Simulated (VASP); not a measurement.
Output of a VASP run:

### OSZICAR
```
...
DAV:   2    -0.116120204686E+02    0.10196E-01   -0.32235E-02  4619   0.281E+00    0.453E-01
DAV:   3    -0.116065506546E+02    0.54698E-02   -0.64602E-03  5449   0.112E+00    0.660E-02
DAV:   4    -0.116067796684E+02   -0.22901E-03   -0.31722E-03  4087   0.508E-01    0.255E-02
DAV:   5    -0.116067777846E+02    0.18838E-05   -0.21221E-04  4986   0.169E-01    0.168E-02
DAV:   6    -0.116067727039E+02    0.50807E-05   -0.34409E-05  4318   0.899E-02    0.250E-03
DAV:   7    -0.116067732555E+02   -0.55156E-06   -0.82458E-06  4620   0.321E-02
   4 F= -.12333912E+02 E0= -.12333882E+02  d E =-.414815E-02
       N       E                     dE             d eps       ncg     rms          rms(c)
DAV:   1    -0.116120139638E+02   -0.52413E-02   -0.93372E-02  4810   0.250E+00    0.409E-01
DAV:   2    -0.116093189552E+02    0.26950E-02   -0.86884E-03  4634   0.147E+00    0.232E-01
DAV:   3    -0.116078791162E+02    0.14398E-02   -0.16961E-03  5410   0.575E-01    0.342E-02
DAV:   4    -0.116079372347E+02   -0.58119E-04   -0.83496E-04  4066   0.262E-01    0.132E-02
DAV:   5    -0.116079358658E+02    0.13688E-05   -0.54070E-05  4990   0.859E-02    0.845E-03
DAV:   6    -0.116079346988E+02    0.11671E-05   -0.89790E-06  4311   0.453E-02    0.126E-03
DAV:   7    -0.116079349325E+02   -0.23374E-06   -0.17976E-06  2261   0.162E-02
   5 F= -.12334040E+02 E0= -.12334051E+02  d E =-.427561E-02
       N       E                     dE             d eps       ncg     rms          rms(c)
DAV:   1    -0.116084074118E+02   -0.47271E-03   -0.22409E-02  4810   0.122E+00    0.201E-01
DAV:   2    -0.116077602614E+02    0.64715E-03   -0.20676E-03  4634   0.721E-01    0.114E-01
DAV:   3    -0.116074159036E+02    0.34436E-03   -0.41351E-04  5603   0.281E-01    0.167E-02
DAV:   4    -0.116074298350E+02   -0.13931E-04   -0.19455E-04  4066   0.125E-01    0.643E-03
DAV:   5    -0.116074298619E+02   -0.26877E-07   -0.13302E-05  4845   0.430E-02    0.418E-03
DAV:   6    -0.116074294871E+02    0.37479E-06   -0.20083E-06  2557   0.225E-02
   6 F= -.12334042E+02 E0= -.12334032E+02  d E =-.427801E-02
       N       E                     dE             d eps       ncg     rms          rms(c)
DAV:   1    -0.116195775450E+02   -0.12148E-01   -0.24274E-01  4752   0.376E+00    0.665E-01
DAV:   2    -0.116128953253E+02    0.66822E-02   -0.19560E-02  4500   0.229E+00    0.391E-01
DAV:   3    -0.116090384945E+02    0.38568E-02   -0.51596E-03  5688   0.103E+00    0.423E-02
DAV:   4    -0.116092292395E+02   -0.19074E-03   -0.23571E-03  4192   0.471E-01    0.241E-02
DAV:   5    -0.116092158789E+02    0.13361E-04   -0.16966E-04  4989   0.137E-01    0.143E-02
DAV:   6    -0.116092143238E+02    0.15551E-05   -0.26508E-05  4165   0.781E-02    0.341E-03
DAV:   7    -0.116092150621E+02   -0.73826E-06   -0.64331E-06  4495   0.285E-02
   7 F= -.12334723E+02 E0= -.12334654E+02  d E =-.681401E-03
       N       E                     dE             d eps       ncg     rms          rms(c)
DAV:   1    -0.116092130090E+02    0.13148E-05   -0.28710E-03  4745   0.401E-01    0.727E-02
DAV:   2    -0.116091328329E+02    0.80176E-04   -0.22170E-04  4500   0.249E-01    0.429E-02
DAV:   3    -0.116090869015E+02    0.45931E-04   -0.62549E-05  5573   0.115E-01    0.437E-03
DAV:   4    -0.116090892810E+02   -0.23795E-05   -0.28356E-05  4185   0.525E-02    0.267E-03
DAV:   5    -0.116090891683E+02    0.11272E-06   -0.18544E-06  2476   0.156E-02
   8 F= -.12334720E+02 E0= -.12334655E+02  d E =-.677749E-03
```

OUTCAR:
```
------------------------ aborting loop because EDIFF is reached ----------------------------------------
 Edisp (eV)   -0.72563
  FORCE on cell =-STRESS in cart. coord.  units (eV):
  Direction    XX          YY          ZZ          XY          YZ          ZX
  --------------------------------------------------------------------------------------
  Total       0.06637    -0.03559     0.00062     0.00000    -0.00000     0.00000
  in kB       1.34411    -0.72080     0.01250     0.00000    -0.00000     0.00000
  external pressure =        0.21 kB  Pullay stress =        0.00 kB
  volume of cell :       79.11
      direct lattice vectors                 reciprocal lattice vectors
     2.236102299 -3.853783183 -0.000000000     0.223603366 -0.129742639  0.000000000
     2.236102299  3.853783183  0.000000000     0.223603366  0.129742639 -0.000000000
     0.000000000  0.000000000  4.590367957     0.000000000 -0.000000000  0.217847460
 POSITION                                       TOTAL-FORCE (eV/Angst)
 -----------------------------------------------------------------------------------
      2.23610      2.65196      4.21465         0.000000      0.013411     -0.007671
      2.23610      1.20182      1.91947         0.000000     -0.013411     -0.007671
      2.23610     -1.20182      2.67090         0.000000      0.013411      0.007671
      2.23610     -2.65196      0.37572         0.000000     -0.013411      0.007671
 -----------------------------------------------------------------------------------
    total drift:                               -0.000000      0.000000     -0.000000
  FREE ENERGIE OF THE ION-ELECTRON SYSTEM (eV)
  ---------------------------------------------------
  free  energy   TOTEN  =       -12.3347196762 eV

  energy  without entropy=      -12.3345253432  energy(sigma->0) =      -12.33465490

 reached required accuracy - stopping structural energy minimisation
```
(Selected blocks of OUTCAR.)

File POSCAR:
```
Ga
1
    2.2668981530    -3.8555733249     0.0000000000
    2.2668981530     3.8555733249    -0.0000000000
    0.0000000000     0.0000000000     4.5455576346
Ga
4
Direct
  0.1555370048   0.8444629952   0.9188431570
  0.3444629952   0.6555370048   0.4188431570
  0.6555370048   0.3444629952   0.5811568430
  0.8444629952   0.1555370048   0.0811568430
```

### Question
Write an INCAR and KPOINTS that could have produced this output.

### Answer
Several could match; the one computed here: the input of the run itself, PBE GGA with D3 dispersion (zero damping), plane waves, VASP's PBE PAW potentials (set 64).

File KPOINTS:
```
Automatic mesh
0
Gamma
7 7 6
0 0 0
```

### INCAR
```
NELM = 100
LMAXMIX = 4   ! l cut-off of mixed one-centre charges
ENCUT = 520
ALGO = Normal   ! blocked Davidson
ISIF = 3
EDIFFG = -0.02   ! ionic stop
PREC = Accurate
LASPH = .True.
GGA = PE   ! PBE
SIGMA = 0.1   ! width (eV)
IBRION = 2   ! conjugate gradients
LREAL = .False.   ! projection in real space or not
EDIFF = 1E-6
LCHARG = .False.
SYSTEM = Ga
NSW = 60   ! most ionic steps
ISMEAR = 1   ! Methfessel-Paxton
LWAVE = .False.
IVDW = 11   ! D3, zero damping
```

POTCAR, in this order: Ga_d (PBE.64 set). Program: vasp_std.

The compound is Ga in the alpha structure. This run relaxes it. Symmetry was kept, so distortions that lower it aren't found. The start is the result of an earlier pass.
